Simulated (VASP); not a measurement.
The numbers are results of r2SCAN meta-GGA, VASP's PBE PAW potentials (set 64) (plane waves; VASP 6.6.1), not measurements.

VASP input:

POSCAR:
```
BaHfO3
1
    4.1710107717     0.0000000000    -0.0000000000
   -0.0000000000     4.1710107717     0.0000000000
    0.0000000000     0.0000000000     4.1710107717
Ba Hf O
1 1 3
Direct
  0.0000000000   0.0000000000   0.0000000000
  0.5000000000   0.5000000000   0.5000000000
  0.5000000000   0.0000000000   0.5000000000
  0.0000000000   0.5000000000   0.5000000000
  0.5000000000   0.5000000000   0.0000000000
```

**INCAR**
```
EDIFF = 1E-8   ! SCF stop (eV)
SIGMA = 0.05
METAGGA = R2SCAN
ISIF = 2
ENCUT = 520   ! plane-wave cut-off (eV)
IBRION = 1
EDIFFG = -0.001
LCHARG = F
NELM = 100
SYSTEM = BaHfO3
LREAL = F
LMIXTAU = T
LMAXMIX = 6
LWAVE = F
ALGO = Normal   ! blocked Davidson
LASPH = T   ! aspherical one-centre terms
PREC = Accurate
NSW = 30   ! most ionic steps
ISMEAR = 0   ! Gaussian
```

**KPOINTS**
```
Automatic mesh
0
G
  5 5 5
```

POTCAR, in this order: Ba_sv Hf_pv O (PBE.64 set). Program: vasp_std.

The run wrote:

OSZICAR:
```
       N       E                     dE             d eps       ncg     rms          rms(c)
DAV:   1     0.159663832665E+03    0.15966E+03   -0.22045E+04   460   0.165E+03
DAV:   2    -0.113826210100E+03   -0.27349E+03   -0.26796E+03   612   0.354E+02
DAV:   3    -0.125889885827E+03   -0.12064E+02   -0.12043E+02   574   0.743E+01
DAV:   4    -0.126138481986E+03   -0.24860E+00   -0.24850E+00   690   0.976E+00
DAV:   5    -0.126144285296E+03   -0.58033E-02   -0.58032E-02   621   0.903E-01    0.638E+01
DAV:   6    -0.108848897473E+03    0.17295E+02   -0.26085E+01   579   0.318E+01    0.517E+01
DAV:   7    -0.107760377475E+03    0.10885E+01   -0.29628E+00   610   0.137E+01    0.235E+01
DAV:   8    -0.111612631300E+03   -0.38523E+01   -0.18318E+00   523   0.126E+01    0.526E+00
DAV:   9    -0.106666060455E+03    0.49466E+01   -0.14492E+00   516   0.956E+00    0.404E+00
DAV:  10    -0.107962190272E+03   -0.12961E+01   -0.73118E-01   474   0.683E+00    0.228E+00
DAV:  11    -0.107955598535E+03    0.65917E-02   -0.12540E-02   600   0.102E+00    0.894E-01
DAV:  12    -0.107981755616E+03   -0.26157E-01   -0.69809E-03   643   0.715E-01    0.483E-01
DAV:  13    -0.108006384662E+03   -0.24629E-01   -0.80571E-03   558   0.915E-01    0.144E-01
DAV:  14    -0.108006763297E+03   -0.37863E-03   -0.15696E-03   560   0.463E-01    0.277E-01
DAV:  15    -0.108006797119E+03   -0.33822E-04   -0.10802E-04   698   0.913E-02    0.168E-01
DAV:  16    -0.108007457359E+03   -0.66024E-03   -0.94122E-04   516   0.335E-01    0.618E-02
DAV:  17    -0.108007779791E+03   -0.32243E-03   -0.23355E-04   530   0.168E-01    0.234E-02
DAV:  18    -0.108007792797E+03   -0.13006E-04   -0.76349E-06   602   0.277E-02    0.129E-02
DAV:  19    -0.108007791494E+03    0.13028E-05   -0.17231E-06   565   0.130E-02    0.623E-03
DAV:  20    -0.108007795463E+03   -0.39692E-05   -0.14983E-06   523   0.116E-02    0.763E-03
DAV:  21    -0.108007795827E+03   -0.36369E-06   -0.60991E-07   530   0.810E-03    0.614E-03
DAV:  22    -0.108007795748E+03    0.78584E-07   -0.19213E-07   567   0.340E-03    0.221E-03
DAV:  23    -0.108007795811E+03   -0.62341E-07   -0.77547E-08   565   0.283E-03    0.367E-04
DAV:  24    -0.108007795813E+03   -0.28449E-08   -0.14635E-08   391   0.112E-03
   1 F= -.10800780E+03 E0= -.10800780E+03  d E =-.108008E+03
```

**OUTCAR**
```
------------------------ aborting loop because EDIFF is reached ----------------------------------------
  FORCE on cell =-STRESS in cart. coord.  units (eV):
  Direction    XX          YY          ZZ          XY          YZ          ZX
  --------------------------------------------------------------------------------------
  Total        0.0123121      0.0123121      0.0123121      0.0000000      0.0000000     -0.0000000
  in kB        0.2718435      0.2718435      0.2718435      0.0000000      0.0000000     -0.0000000
  external PRESSURE =       0.2718435 kB  Pullay stress =       0.0000000 kB
  volume of cell :       72.56
      direct lattice vectors                 reciprocal lattice vectors
     4.171010772  0.000000000  0.000000000     0.239750040  0.000000000  0.000000000
     0.000000000  4.171010772  0.000000000     0.000000000  0.239750040  0.000000000
     0.000000000  0.000000000  4.171010772     0.000000000  0.000000000  0.239750040
 POSITION                                       TOTAL-FORCE (eV/Angst)
 -----------------------------------------------------------------------------------
      0.00000      0.00000      0.00000         0.000000      0.000000      0.000000
      2.08551      2.08551      2.08551         0.000000      0.000000      0.000000
      2.08551      0.00000      2.08551         0.000000      0.000000      0.000000
      0.00000      2.08551      2.08551         0.000000      0.000000      0.000000
      2.08551      2.08551      0.00000         0.000000      0.000000      0.000000
 -----------------------------------------------------------------------------------
    total drift:                                0.000000     -0.000000     -0.000000
  FREE ENERGIE OF THE ION-ELECTRON SYSTEM (eV)
  ---------------------------------------------------
  free  energy   TOTEN  =      -108.0077958134 eV

  energy  without entropy=     -108.0077958134  energy(sigma->0) =     -108.00779581

 reached required accuracy - stopping structural energy minimisation
```
(Selected blocks of OUTCAR.)

The compound is BaHfO3 in the cubic perovskite structure. It was relaxed first. The start is the result of an earlier pass.
